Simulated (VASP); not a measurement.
A run of VASP 6.6.1:

INCAR

```
PREC = Accurate
ENCUT = 520
EDIFF = 1E-6
ISMEAR = -1
SIGMA = 0.05
LREAL = Auto
LASPH = True
NELM = 60
ALGO = Normal
ISIF = 2
LWAVE = False
LCHARG = False
GGA = PE
NBANDS = 75
```

Contents of KPOINTS:

```
regular mesh
0
Gamma
  1 1 1
```

The input POSCAR:

```
H2CSO
1.0
    8.7850300000      0.0000000000      0.0000000000
    0.0000000000      8.7850300000      0.0000000000
    0.0000000000      0.0000000000      8.7850300000
H O C S
12 6 6 6
Direct
    0.5464864662      0.7727235991      0.7342376748
    0.4680803594      0.7741806232      0.7269525545
    0.8576863141     -0.0528398879      0.1578935985
    0.8647779234     -0.0205007837      0.2447914236
    0.3850755205      0.6852793901     -0.0333749572
    0.4043355572      0.6015460391      0.0000455320
    0.9502870224      0.0181900346      0.5810111064
    1.0077256424      0.0624812892      0.5350806998
    0.6979372865      0.8349999943      0.5270443015
    0.6421378185      0.8808279539      0.5853594125
    0.1432322940      0.7887394807      0.2307448011
    0.1263171554      0.8110729275      0.1490148582
    1.0816126980      0.7171176422      0.7572427186
    0.5230602514      0.1348316397      0.2945806673
    0.6625930703      0.3436641651      0.0931243263
    0.1485140062      0.0634943762      0.8578229101
    0.7033100627      0.4105392924      0.5344432518
    0.2723041356      0.7533724984      0.5089111819
    0.9725749371      0.7574134636      0.8281588111
    0.4424913745      0.1423216540      0.4025028941
    0.7796899954      0.4124630195      0.1062603087
    0.2578704911      0.1353097257      0.8758649657
    0.8100939894      0.3673863379      0.6006240161
    0.3720419851      0.6865201371      0.4404538175
    0.8147724026      0.7963319420      0.8928370193
    0.3591905776      0.1382465399      0.5664522489
    0.9437987121      0.4908122112      0.1323387626
    0.4242330419      0.2018092141      0.8845615780
    0.9228084594      0.3013763186      0.7223082904
    0.4673859964      0.5818306824      0.3359464908
```

Potentials or basis: VASP PAW PBE potentials, release 64 (H, O, C, S).

Command:

```bash
$ cat potpaw_PBE.64/H/POTCAR potpaw_PBE.64/O/POTCAR potpaw_PBE.64/C/POTCAR potpaw_PBE.64/S/POTCAR > POTCAR
$ mpirun -np 1 vasp_gam > vasp.out
```

Hardware: 1 thread of Intel(R) Xeon(R) Platinum 8259CL CPU @ 2.50GHz (Skylake/Cascade Lake), with other jobs on the host.

Question: Estimate the wall time of this run.

Answer: Wall time 2.6 min on 1 thread of Intel(R) Xeon(R) Platinum 8259CL CPU @ 2.50GHz (Skylake/Cascade Lake), with other jobs on the host, peak memory 0.72 GiB. Counts: scf iterations 18, k points 1.
